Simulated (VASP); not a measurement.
OSZICAR of a VASP run on PbO₂ (space group P4_2/mnm):

### OSZICAR
```
       N       E                     dE             d eps       ncg     rms          rms(c)
DAV:   1     0.625964337698E+03    0.62596E+03   -0.22804E+04  3100   0.173E+03
DAV:   2     0.424519148982E+02   -0.58351E+03   -0.56260E+03  3486   0.498E+02
DAV:   3    -0.346560998578E+02   -0.77108E+02   -0.75576E+02  4022   0.211E+02
DAV:   4    -0.373427310172E+02   -0.26866E+01   -0.26799E+01  3685   0.436E+01
DAV:   5    -0.374617257549E+02   -0.11899E+00   -0.11898E+00  4320   0.829E+00    0.140E+01
DAV:   6    -0.317260156916E+02    0.57357E+01   -0.24462E+01  4801   0.577E+01    0.443E+00
DAV:   7    -0.317671898326E+02   -0.41174E-01   -0.16696E+00  3255   0.977E+00    0.279E+00
DAV:   8    -0.317597731959E+02    0.74166E-02   -0.44594E-01  4847   0.717E+00    0.116E+00
DAV:   9    -0.317308033605E+02    0.28970E-01   -0.11886E-01  5091   0.456E+00    0.126E-01
DAV:  10    -0.317322332432E+02   -0.14299E-02   -0.96373E-03  3368   0.592E-01    0.114E-01
DAV:  11    -0.317322252253E+02    0.80179E-05   -0.40168E-04  4894   0.222E-01    0.354E-02
DAV:  12    -0.317322150248E+02    0.10200E-04   -0.54974E-05  4783   0.725E-02    0.122E-02
DAV:  13    -0.317322113113E+02    0.37135E-05   -0.15323E-05  4217   0.511E-02    0.353E-03
DAV:  14    -0.317322121557E+02   -0.84432E-06   -0.24521E-06  2882   0.175E-02
   1 F= -.31732212E+02 E0= -.31731689E+02  d E =-.104614E-02
```

Question: Which electronic solver shows in the log?

Answer: It is blocked Davidson (ALGO = Normal, or the opening steps of other solvers). The INCAR had ALGO = Normal.

Question: Can the final energy be trusted as converged?

Answer: The run converged. It stopped with EDIFF = 1E-6, NELM = 100 (PBE GGA, plane waves, VASP's PBE PAW potentials (set 64)).

The structure comes from a computed database's PbO2 entry; how it stands against other phases isn't given here. The cell was not relaxed at this level.
